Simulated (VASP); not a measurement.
Calculation: PBE GGA, VASP's PBE PAW potentials (set 64) (plane waves; VASP).

The input files of a VASP run:

POSCAR:
```
Au16S
1
    5.8764807549    -0.0000000000    -0.0000000000
    2.9382408867     5.0891818370     0.0000000000
    0.0000000000     0.0000000000    21.4555708742
Au S
16 1
Direct
  0.0008382366   0.9995940343   0.3314388872
  0.4995677291   0.9995940343   0.3314388872
  0.9988940790   0.5022118420   0.3299248989
  0.5002118162   0.4995763676   0.3328042012
  0.1682886284   0.1634237432   0.4446634640
  0.6641419643   0.1717170714   0.4455493961
  0.1597189977   0.6695276192   0.4455310208
  0.6707543831   0.6695276192   0.4455310208
  0.8345193822   0.3386308635   0.5558997398
  0.3268487542   0.3386308635   0.5558997398
  0.8324345843   0.8351298313   0.5603234408
  0.3288505759   0.8422978481   0.5536778572
  0.9929540779   0.9685039060   0.6686932511
  0.5385420161   0.9685039060   0.6686932511
  0.0283814883   0.4432370235   0.6760866037
  0.4927281175   0.5145437650   0.6607702230
  0.2123251690   0.0753496619   0.7465961173
```

### INCAR
```
ALGO=Normal
DIPOL=0.5 0.5 0.5
EDIFF=1E-5
EDIFFG=-0.03
ENCUT=400
GGA=PE
IBRION=2
IDIPOL=3
ISIF=2
ISMEAR=1
LASPH=.TRUE.
LCHARG=.FALSE.
LDIPOL=.TRUE.
LMAXMIX=6
LREAL=.FALSE.
LWAVE=.TRUE.
NELM=100
NELMIN=4
NSW=120
PREC=Normal
SIGMA=0.1
SYSTEM=Au16S
```

### KPOINTS
```
Automatic mesh
0
Gamma
5 5 1
0 0 0
```

POTCAR, in this order: Au S (PBE.64 set). Program: vasp_std.

What will the output report for the number of irreducible k-points (NKPTS), largest plane-wave count, number of space-group operations, FFT grid (NGX, NGY, NGZ)?

```json
{
 "number of irreducible k-points (NKPTS)": "9",
 "largest_plane_wave_count": "11697",
 "number_of_space_group_operations": "2",
 "FFT grid (NGX, NGY, NGZ)": "30 × 30 × 108"
}
```

The cell is a thin slab with vacuum, built from Au (fcc): (111) face, S adsorbed.
